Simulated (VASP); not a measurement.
Here is the system:

```
CELL_PARAMETERS angstrom
      4.79087     0.00000     0.00000
      0.00000     4.79087     0.00000
      0.00000     0.00000     3.23357
ATOMIC_POSITIONS crystal
  Sn 0.00000 0.00000 0.00000
  Sn 0.50000 0.50000 0.50000
  O  0.30619 0.30619 0.00000
  O  0.80619 0.19381 0.50000
  O  0.19381 0.80619 0.50000
  O  0.69381 0.69381 0.00000
```

All values below come from PBE GGA with D4 dispersion, VASP's PBE PAW potentials (set 64) (plane waves; VASP). Run with 520 eV cut-off, Gaussian smearing of 0.050 eV, potentials Sn_d O.

Unless said otherwise, spin-orbit coupling is left out, though it shifts the bands of the heavy elements here.

Problem. Give the energies of bands 15 to 28 at the high-symmetry points, in eV from the valence-band maximum.

Solution. 
| band | Γ | X | M | Z | R | A |
|---|---|---|---|---|---|---|
| 15 | -8.02 | -6.46 | -5.51 | -7.09 | -6.82 | -7.82 |
| 16 | -3.94 | -6.46 | -5.51 | -7.09 | -6.82 | -7.82 |
| 17 | -3.94 | -3.04 | -3.78 | -4.11 | -5.42 | -4.85 |
| 18 | -3.86 | -3.04 | -3.78 | -4.11 | -5.42 | -4.85 |
| 19 | -2.97 | -2.90 | -2.95 | -3.71 | -4.08 | -2.53 |
| 20 | -1.99 | -2.90 | -2.95 | -3.71 | -4.08 | -2.53 |
| 21 | -1.95 | -1.92 | -1.92 | -2.60 | -1.69 | -2.40 |
| 22 | -1.26 | -1.92 | -1.92 | -2.60 | -1.69 | -2.40 |
| 23 | -1.26 | -1.21 | -1.34 | -1.57 | -1.04 | -0.92 |
| 24 | -0.75 | -1.21 | -1.34 | -1.57 | -1.04 | -0.92 |
| 25 | -0.75 | -0.61 | -0.86 | -1.20 | -0.73 | -0.79 |
| 26 | 0.00 | -0.61 | -0.86 | -1.20 | -0.73 | -0.79 |
| 27 | 0.82 | 4.04 | 4.44 | 5.76 | 6.03 | 4.49 |
| 28 | 5.80 | 4.04 | 4.44 | 5.76 | 6.03 | 4.49 |

The gap is direct, 0.82 eV, from the valence maximum at Γ to the conduction minimum at Γ.

The compound is SnO2 in the rutile structure. It was relaxed first.
